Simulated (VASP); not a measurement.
An input for Quantum ESPRESSO's pw.x (written as the equivalent of a VASP run, and not itself run):

```
&CONTROL
  calculation = 'vc-relax'
  pseudo_dir = './pseudo'
  outdir = './out'
  tprnfor = .true.
  tstress = .true.
  nstep = 60
  forc_conv_thr = 0.00039
/
&SYSTEM
  ibrav = 0
  nat = 2
  ntyp = 2
  ecutwfc = 84
  occupations = 'smearing'
  smearing = 'gaussian'
  degauss = 0.003675
  input_dft = 'revpbe'
/
&ELECTRONS
  conv_thr = 7.3e-08
  electron_maxstep = 100
/
&IONS
/
&CELL
/
ATOMIC_SPECIES
  Ba 137.327 Ba.upf
  O 15.999 O.upf
CELL_PARAMETERS angstrom
     0.0000000    2.7700000    2.7700000
     2.7700000    0.0000000    2.7700000
     2.7700000    2.7700000    0.0000000
ATOMIC_POSITIONS crystal
  Ba   0.0000000  0.0000000  0.0000000
  O    0.5000000  0.5000000  0.5000000
K_POINTS automatic
  8 8 8 0 0 0
```

Write the VASP files for the same calculation (revPBE).

Several could match; the one computed here: 
### POSCAR
```
BaO
1
    0.0000000000     2.7700000000     2.7700000000
    2.7700000000     0.0000000000     2.7700000000
    2.7700000000     2.7700000000     0.0000000000
Ba O
1 1
Direct
  0.0000000000   0.0000000000   0.0000000000
  0.5000000000   0.5000000000   0.5000000000
```

INCAR:
```
ALGO  =  Normal
EDIFF  =  1E-6
EDIFFG  =  -0.01
ENCUT  =  520
GGA  =  RE
IBRION  =  2
ISIF  =  3
ISMEAR  =  0
LASPH  =  T
LCHARG  =  F
LMAXMIX  =  4
LREAL  =  F
LWAVE  =  F
NELM  =  100
NSW  =  60
PREC  =  Accurate
SIGMA  =  0.05
SYSTEM  =  BaO
```

### KPOINTS
```
Automatic mesh
0
Gamma
8 8 8
0 0 0
```

POTCAR, in this order: Ba_sv O (PBE.64 set). Program: vasp_std.

What does not carry over: the potentials are each code's own (VASP's PAW set, PseudoDojo norm-conserving files in pw.x), so ENCUT and ecutwfc are chosen apart and not converted; conv_thr bounds pw.x's estimated SCF error, while EDIFF bounds the energy change between steps; forc_conv_thr acts on force components and is met together with etot_conv_thr.

The compound is BaO in the rock salt structure. This run relaxes it. Symmetry was kept, so distortions that lower it aren't found.
